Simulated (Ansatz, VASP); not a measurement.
# Two plane-wave programs on RhN

INCAR

```
SYSTEM = RhN
PREC = Accurate ; ENCUT = 520
EDIFF = 1E-8 ; ISMEAR = -1
SIGMA = 0.05 ; LREAL = .FALSE.
LASPH = .TRUE. ; NELM = 100
ALGO = Normal ; ISIF = 2
LWAVE = .FALSE. ; LCHARG = .FALSE.
GGA = PE ; LEFG = .TRUE.
NBANDS = 28
```

KPOINTS

```
regular mesh
0
G
  15 15 8
  0 0 0
```

The input POSCAR:

```
RhN
1.0
    3.1220633946      0.0000000000      0.0000000000
   -1.5610316973      2.7037862119      0.0000000000
    0.0000000000      0.0000000000      5.7753371800
Rh N
2 2
Direct
    0.3333333333      0.6666666667      0.0068738725
    0.6666666667      0.3333333333      0.5068738725
    0.3333333333      0.6666666667      0.3691261275
    0.6666666667      0.3333333333      0.8691261275
```

Input for Ansatz:

```yaml
crystal:
  lattice:
    - [3.1220633946, 0.0, 0.0]
    - [-1.5610316973, 2.7037862119, 0.0]
    - [0.0, 0.0, 5.77533718]
  atoms:
    - { symbol: Rh, position: [0.3333333333, 0.6666666667, 0.0068738725] }
    - { symbol: Rh, position: [0.6666666667, 0.3333333333, 0.5068738725] }
    - { symbol: "N", position: [0.3333333333, 0.6666666667, 0.3691261275] }
    - { symbol: "N", position: [0.6666666667, 0.3333333333, 0.8691261275] }
kpoints:
  mp_grid: { grid: [15, 15, 8] }
  band_path:
    path:
      - [0.0, 0.0, 0.0]
      - [0.5, 0.0, 0.0]
      - [0.3333333333, 0.3333333333, 0.0]
      - [0.0, 0.0, 0.0]
      - [0.0, 0.0, 0.5]
      - [0.5, 0.0, 0.5]
      - [0.3333333333, 0.3333333333, 0.5]
      - [0.0, 0.0, 0.5]
      - [0.5, 0.0, 0.5]
    npoints: 8
scf:
  occupations: { method: fermi_dirac, width: 0.05 }
hamiltonian:
  xc: pbe
  pseudopotentials: { kind: paw }
output:
  forces: true
  stress: true
  eigenvalues: true
  efg: { contact_densities: true }
  populations: true
  bader: true
  dos: { projected: true, de: 0.2, e_range: [-14, 8] }
```

Alike in both runs: task electric field gradients; functional PBE; k mesh 15 × 15 × 8; occupations fermi-dirac, width 0.05 eV; no spin polarisation.

|  | VASP | Ansatz |
| --- | --- | --- |
| version | VASP 6.6.1 | Ansatz 0.2.0 |
| potentials or method | VASP PAW PBE potentials, release 64 (Rh_pv, N) | PAW with Ansatz's default frozen-core files, scalar-relativistic |
| plane-wave cutoff (eV) | 520 | 420 |
| valence electrons in the cell | 40 | 44 |

|  | VASP | Ansatz | Ansatz less VASP |
| --- | --- | --- | --- |
| pressure (GPa) | 0.0 | 0.0 | -0.02 |
| rms of the force components (eV/Å) | 0.007 | 0.000 | -0.0064 |
| Vzz of the field gradient on the site that differs most (V/Å²) | -29.8 | -39.5 | -9.63 |

Atom by atom the forces differ by 0.006 eV/Å (rms over components). The two sets of potentials don't hold the same shells in valence. Ansatz warned: «gradients_without_spin_orbit».
